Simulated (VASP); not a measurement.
Crystal: GaBiSe3.

```
Ga Bi Se
1.0
    -2.64278    3.23737    3.89802
     2.64278   -3.23737    3.89802
     2.64278    3.23737   -3.89802
Ga Bi Se
1 1 3
Direct
  0.50000 0.50000 0.00000
  0.50000 0.00000 0.50000
  0.00000 0.50000 0.50000
  0.76182 0.76182 0.00000
  0.23818 0.23818 0.00000
```

The cell was built by a generator and needn't be a form met in nature.

```yaml
Program: VASP 6.6.1
Task: relaxation of cell and atoms
Functional: PBE
Potentials_or_basis: VASP PAW PBE potentials, release 64 (Ga_d, Bi_d, Se)
Cutoff: 520 eV
k_mesh: 4 × 4 × 4
Occupations: gaussian, width 0.15 eV
Spin: no spin polarisation
```

At the start: pressure 9.7 GPa; volume 26.68 Å³/atom.

Problem. Where does the relaxation end?

Solution. Over 16 steps the energy falls by 642.5 meV/atom and the volume is 24.86 Å³/atom (-6.8 %); space group Immm (No. 71, to 0.05 Å).

Step by step:
```
step  energy change (eV)  largest force (eV/Å)  pressure (GPa)  volume (Å³)
   1              0.0000                5.9991            9.73       133.40
   2             -1.1178                0.2356           -7.32       165.45
   3             -1.6268                0.6468           -4.10       149.66
   4             -1.6310                0.7181           -3.68       148.99
   5             -1.6322                0.8014           -3.41       148.31
   6             -2.1313                0.8740           -2.87       138.47
   7             -2.8471                0.3049            9.08       109.96
   8             -2.8584                1.0346            0.34       123.59
   9             -3.0145                0.9304            3.14       117.73
  10             -3.0227                0.8292            4.27       115.78
  11             -3.0799                0.3435            4.32       117.27
  12             -3.1220                0.1338            3.98       116.72
  13             -3.2102                0.1343           -0.14       124.45
  14             -3.2107                0.1310           -0.01       124.13
  15             -3.2119                0.0881           -0.11       124.20
  16             -3.2126                0.0298           -0.12       124.31
```

Final structure:
```cif
data_structure
_symmetry_space_group_name_H-M 'P 1'
_symmetry_Int_Tables_number 1
_cell_length_a 5.6724
_cell_length_b 5.6724
_cell_length_c 5.6724
_cell_angle_alpha 118.395
_cell_angle_beta 125.569
_cell_angle_gamma 86.720
_cell_volume 124.31
loop_
_atom_site_label
_atom_site_type_symbol
_atom_site_fract_x
_atom_site_fract_y
_atom_site_fract_z
_atom_site_occupancy
Ga1 Ga 0.50000 0.50000 0.00000 1
Bi1 Bi 0.50000 0.00000 0.50000 1
Se1 Se 0.00000 0.50000 0.50000 1
Se2 Se 0.81157 0.81157 0.00000 1
Se3 Se 0.18843 0.18843 0.00000 1
```

Caveat: the k mesh is coarse (spacing up to 0.38 Å⁻¹), so the values aren't converged; the relaxation stopped at a loose force limit of 0.08 eV/Å, so its end isn't a converged minimum.
